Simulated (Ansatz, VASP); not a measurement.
**NaLa in VASP and in Ansatz**

```
Na La
1.0
     3.61823    0.00000    0.00000
    -1.80912    3.13348    0.00000
     0.00000    0.00000    6.50532
Na La
1 1
Direct
  0.00000 0.00000 0.00000
  0.33333 0.66667 0.50000
```

The cell comes from a database or a generator and needn't be the stable form of this composition.

Alike in both runs: task single point; functional PBEsol; dispersion D3(BJ); k mesh 7 × 7 × 4; occupations methfessel-paxton of order 1, width 0.1 eV; no spin polarisation.

```csv
,VASP,Ansatz
version,VASP 6.6.1,Ansatz 0.2.0
potentials or method,"VASP PAW PBE potentials, release 64 (Na_pv, La)","plane waves, PAW"
plane-wave cutoff (eV),520,476
valence electrons in the cell,18,20
```

```csv
,VASP,Ansatz,Ansatz less VASP
pressure (GPa),-2.8,-2.8,-0.01
largest component of the traceless stress (GPa),0.70,0.74,+0.039
dispersion energy (meV/atom),-302.7,-302.8,-0.11
```

The two sets of potentials don't hold the same shells in valence.

Caveats: the PAW data sets were made with another functional, which shifts forces and pressure a little (VASP); pairwise dispersion overbinds metals, which lowers pressure and volume. The runs have no spin-orbit coupling, so splittings on La are missing.
